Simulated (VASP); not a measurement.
Method: TPSS meta-GGA, VASP's PBE PAW potentials (set 64) (plane waves; VASP 6.6.1).

VASP ran on this input.

INCAR:
```
SYSTEM = Ge atom
PREC = Normal
ENCUT = 520
EDIFF = 1E-6
NELM = 200
ALGO = All
LREAL = .FALSE.
LASPH = .TRUE.
ISMEAR = 0
SIGMA = 0.01
METAGGA = TPSS
LMIXTAU = .TRUE.
LMAXMIX = 4
ISPIN = 2
MAGMOM = 2
LORBIT = 10
LWAVE = .FALSE.
LCHARG = .FALSE.
ISYM = 0
NUPDOWN = 2
```

File POSCAR:
```
Ge atom
13.0
  0.9230769231   0.0000000000   0.0000000000
  0.0000000000   0.9615384615   0.0000000000
  0.0000000000   0.0000000000   1.0000000000
Ge
1
Cartesian
  0.0000000000   0.0000000000   0.0000000000
```

**KPOINTS**
```
Automatic mesh
0
Gamma
1 1 1
0 0 0
```

POTCAR, in this order: Ge_d (PBE.64 set). Program: vasp_gam. Read from the step before: WAVECAR.

Output of the run:

File OSZICAR:
```
       N       E                     dE             d eps       ncg     rms           ort
SDA:   1    -0.867447814489E+01   -0.86745E+01    0.00000E+00    12   0.753E+00   0.000E+00
CGA:   2    -0.894686095871E+01   -0.27238E+00   -0.27396E+00    12   0.758E+00  -0.118E-01
CGA:   3    -0.904142714669E+01   -0.94566E-01   -0.93323E-01    12   0.387E-01  -0.359E-01
SDA:   4    -0.910615286882E+01   -0.64726E-01   -0.63175E-01    12   0.115E+00  -0.279E-01
SDA:   5    -0.913060969515E+01   -0.24457E-01   -0.21612E-01    12   0.540E-01  -0.368E-01
CGA:   6    -0.913752869273E+01   -0.69190E-02   -0.69123E-02    12   0.752E-02   0.222E-03
CGA:   7    -0.914049887534E+01   -0.29702E-02   -0.29789E-02    12   0.220E-02  -0.731E-04
CGA:   8    -0.914096182047E+01   -0.46295E-03   -0.46360E-03    12   0.383E-03   0.420E-04
CGA:   9    -0.914111395183E+01   -0.15213E-03   -0.15429E-03    12   0.904E-04  -0.130E-04
CGA:  10    -0.914113591189E+01   -0.21960E-04   -0.22027E-04    12   0.180E-04  -0.827E-05
CGA:  11    -0.914114078462E+01   -0.48727E-05   -0.47949E-05    12   0.506E-05   0.184E-05
CGA:  12    -0.914114254976E+01   -0.17651E-05   -0.17687E-05    12   0.190E-05   0.207E-06
SDA:  13    -0.914114298195E+01   -0.43219E-06   -0.45745E-06    12   0.121E-05   0.121E-05
   1 F= -.91411430E+01 E0= -.91411430E+01  d E =-.115571E-17  mag=     2.0000
```

### OUTCAR
```
------------------------ aborting loop because EDIFF is reached ----------------------------------------
  FORCE on cell =-STRESS in cart. coord.  units (eV):
  Direction    XX          YY          ZZ          XY          YZ          ZX
  --------------------------------------------------------------------------------------
  Total       -0.5694690     -0.5550949     -0.5714449     -0.0050928      0.0075161     -0.0010494
  in kB       -0.4678925     -0.4560823     -0.4695159     -0.0041844      0.0061755     -0.0008622
  external PRESSURE =      -0.4644969 kB  Pullay stress =       0.0000000 kB
  volume of cell :     1950.00
      direct lattice vectors                 reciprocal lattice vectors
    12.000000000  0.000000000  0.000000000     0.083333333  0.000000000  0.000000000
     0.000000000 12.500000000  0.000000000     0.000000000  0.080000000  0.000000000
     0.000000000  0.000000000 13.000000000     0.000000000  0.000000000  0.076923077
 POSITION                                       TOTAL-FORCE (eV/Angst)
 -----------------------------------------------------------------------------------
      0.00000      0.00000      0.00000        -0.000000      0.000000     -0.000000
 -----------------------------------------------------------------------------------
    total drift:                               -0.000000      0.000000     -0.000000
  FREE ENERGIE OF THE ION-ELECTRON SYSTEM (eV)
  ---------------------------------------------------
  free  energy   TOTEN  =        -9.1411429819 eV

  energy  without entropy=       -9.1411429819  energy(sigma->0) =       -9.14114298

 total charge

# of ion       s       p       d       tot
------------------------------------------
    1        1.308   0.804   9.971  12.083

 magnetization (x)

# of ion       s       p       d       tot
------------------------------------------
    1        0.010   0.804  -0.005   0.808
```
(Selected blocks of OUTCAR.)

The atom may not be in its lowest state.

The cell is a free atom in a box.
